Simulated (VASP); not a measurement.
Calculation: PBEsol GGA, VASP's PBE PAW potentials (set 64) (plane waves; VASP).

A VASP calculation is set up with these files.

### KPOINTS
```
kpoints
0
gamma
8 8 8
```

**POSCAR**
```
PbTe
1
    0.0000000000     3.2204900925     3.2204900925
    3.2204900925     0.0000000000     3.2204900925
    3.2204900925     3.2204900925     0.0000000000
Te Pb
1 1
Direct
  0.5000000000   0.5000000000   0.5000000000
  0.0000000000   0.0000000000   0.0000000000
```

INCAR:
```
# general
SYSTEM   =  PbTe
PREC     =  Accurate
ENCUT    =  520   # plane-wave cut-off (eV)
LREAL    =  .False.   # projection in real space or not
LASPH    =  .True.   # aspherical one-centre terms

# electronic loop
EDIFF    =  1E-7   # SCF stop (eV)
NELM     =  100
ALGO     =  Normal   # blocked Davidson
LMAXMIX  =  4

# smearing
ISMEAR   =  -5   # tetrahedra, Bloechl

# functional
GGA      =  PS   # PBEsol

# ions
ISIF     =  2   # forces and stress, cell fixed

# output
LWAVE    =  .False.
LCHARG   =  .True.
LORBIT   =  11
NEDOS    =  601
```

POTCAR, in this order: Te Pb_d (PBE.64 set). Program: vasp_std.

Output

### OUTCAR
```
 ion  position               nearest neighbor table
   1  0.500  0.500  0.500-   2 3.22   2 3.22   2 3.22   2 3.22   2 3.22   2 3.22
   2  0.000  0.000  0.000-   1 3.22   1 3.22   1 3.22   1 3.22   1 3.22   1 3.22
  LATTYP: Found a face centered cubic cell.
 ALAT       =     6.4409801850
 Subroutine PRICEL returns:
 Original cell was already a primitive cell.
 Subroutine GETGRP returns: Found 48 space group operations
The static configuration has the point symmetry O_h .
The dynamic configuration has the point symmetry O_h .
 Subroutine INISYM returns: Found 48 space group operations
 Subroutine IBZKPT returns following result:
 Found     29 irreducible k-points:

 Following reciprocal coordinates:
            Coordinates               Weight
  0.000000  0.000000  0.000000      1.000000
  0.125000  0.000000  0.000000      8.000000
  0.250000  0.000000  0.000000      8.000000
  0.375000  0.000000  0.000000      8.000000
  0.500000  0.000000  0.000000      4.000000
  0.125000  0.125000  0.000000      6.000000
  0.250000  0.125000  0.000000     24.000000
  0.375000  0.125000  0.000000     24.000000
  0.500000  0.125000  0.000000     24.000000
 -0.375000  0.125000  0.000000     24.000000
 -0.250000  0.125000  0.000000     24.000000
 -0.125000  0.125000  0.000000     12.000000
  0.250000  0.250000  0.000000      6.000000
  0.375000  0.250000  0.000000     24.000000
  0.500000  0.250000  0.000000     24.000000
 -0.375000  0.250000  0.000000     24.000000
 -0.250000  0.250000  0.000000     12.000000
  0.375000  0.375000  0.000000      6.000000
  0.500000  0.375000  0.000000     24.000000
 -0.375000  0.375000  0.000000     12.000000
  0.500000  0.500000  0.000000      3.000000
  0.375000  0.250000  0.125000     24.000000
  0.500000  0.250000  0.125000     48.000000
 -0.375000  0.250000  0.125000     24.000000
...
```

**OSZICAR**
```
       N       E                     dE             d eps       ncg     rms          rms(c)
DAV:   1     0.150951005856E+03    0.15095E+03   -0.92652E+03   812   0.139E+03
DAV:   2     0.251440330514E+01   -0.14844E+03   -0.14640E+03   836   0.333E+02
DAV:   3    -0.811168905875E+01   -0.10626E+02   -0.10591E+02  1112   0.972E+01
DAV:   4    -0.836483429154E+01   -0.25315E+00   -0.25307E+00   904   0.182E+01
DAV:   5    -0.837608253785E+01   -0.11248E-01   -0.11248E-01  1196   0.346E+00    0.343E+00
DAV:   6    -0.826460614282E+01    0.11148E+00   -0.25808E-01  1094   0.449E+00    0.213E+00
DAV:   7    -0.825884783599E+01    0.57583E-02   -0.76260E-02  1054   0.172E+00    0.878E-01
DAV:   8    -0.825909647003E+01   -0.24863E-03   -0.84750E-03   980   0.109E+00    0.127E-01
DAV:   9    -0.825904885325E+01    0.47617E-04   -0.96388E-04  1148   0.353E-01    0.384E-02
DAV:  10    -0.825905395718E+01   -0.51039E-05   -0.80892E-05   950   0.861E-02    0.235E-02
DAV:  11    -0.825905653545E+01   -0.25783E-05   -0.17746E-05   996   0.330E-02    0.101E-02
DAV:  12    -0.825905655917E+01   -0.23722E-07   -0.11988E-06   998   0.106E-02    0.610E-03
DAV:  13    -0.825905638324E+01    0.17593E-06   -0.74466E-08   650   0.218E-03    0.274E-03
DAV:  14    -0.825905643088E+01   -0.47637E-07   -0.14940E-07   516   0.421E-03
   1 F= -.82590564E+01 E0= -.82590564E+01  d E =0.000000E+00
```

**OUTCAR**
```
------------------------ aborting loop because EDIFF is reached ----------------------------------------
  FORCE on cell =-STRESS in cart. coord.  units (eV):
  Direction    XX          YY          ZZ          XY          YZ          ZX
  --------------------------------------------------------------------------------------
  Total        0.0108577      0.0108577      0.0108577     -0.0000000     -0.0000000      0.0000000
  in kB        0.2604077      0.2604077      0.2604077     -0.0000000     -0.0000000      0.0000000
  external PRESSURE =       0.2604077 kB  Pullay stress =       0.0000000 kB
  volume of cell :       66.80
      direct lattice vectors                 reciprocal lattice vectors
     0.000000000  3.220490092  3.220490092    -0.155255873  0.155255873  0.155255873
     3.220490092  0.000000000  3.220490092     0.155255873 -0.155255873  0.155255873
     3.220490092  3.220490092  0.000000000     0.155255873  0.155255873 -0.155255873
  FREE ENERGIE OF THE ION-ELECTRON SYSTEM (eV)
  ---------------------------------------------------
  free  energy   TOTEN  =        -8.2590564309 eV

  energy  without entropy=       -8.2590564309  energy(sigma->0) =       -8.25905643

 total charge

# of ion       s       p       d       tot
------------------------------------------
    1        1.376   1.989   0.019   3.384
    2        1.448   0.588   9.831  11.868
--------------------------------------------------
tot          2.825   2.577   9.851  15.252
```
(Selected blocks of OUTCAR.)

**OUTCAR**
```
 val. band max:        5.5881068184   @ k =   0.5000   0.0000   0.0000

 cond. band min:       6.2356525874   @ k =   0.5000   0.0000   0.0000


 Fermi energy:         5.5878405038

 k-point     1 :       0.0000    0.0000    0.0000
  band No.  band energies     occupation
      1     -11.0587      2.00000
      2     -11.0587      2.00000
      3     -11.0470      2.00000
      4     -11.0470      2.00000
      5     -11.0470      2.00000
      6      -6.5286      2.00000
      7      -0.0030      2.00000
      8       4.2161      2.00000
      9       4.2161      2.00000
     10       4.2161      2.00000
     11       9.6549      0.00000
     12       9.6549      0.00000
     13       9.6549      0.00000
     14      11.3223      0.00000

 k-point     2 :       0.1250    0.0000    0.0000
  band No.  band energies     occupation
      1     -11.0606      2.00000
      2     -11.0606      2.00000
      3     -11.0466      2.00000
      4     -11.0447      2.00000
      5     -11.0447      2.00000
      6      -6.3924      2.00000
      7      -0.4526      2.00000
      8       4.2563      2.00000
      9       4.2563      2.00000
     10       4.4663      2.00000
     11       8.8538      0.00000
     12       9.0484      0.00000
     13       9.0484      0.00000
     14      11.1342      0.00000

 k-point     3 :       0.2500    0.0000    0.0000
  band No.  band energies     occupation
      1     -11.0661      2.00000
      2     -11.0661      2.00000
      3     -11.0457      2.00000
      4     -11.0383      2.00000
      5     -11.0383      2.00000
      6      -6.0001      2.00000
      7      -1.4559      2.00000
      8       4.3819      2.00000
      9       4.3819      2.00000
     10       4.9198      2.00000
     11       7.6548      0.00000
     12       8.0062      0.00000
     13       8.0062      0.00000
     14      11.4433      0.00000

 k-point     4 :       0.3750    0.0000    0.0000
  band No.  band energies     occupation
...
```

Unless said otherwise, spin-orbit coupling is left out, though it shifts the bands of the heavy elements here.

The compound is PbTe in the rock salt structure. It was relaxed first.
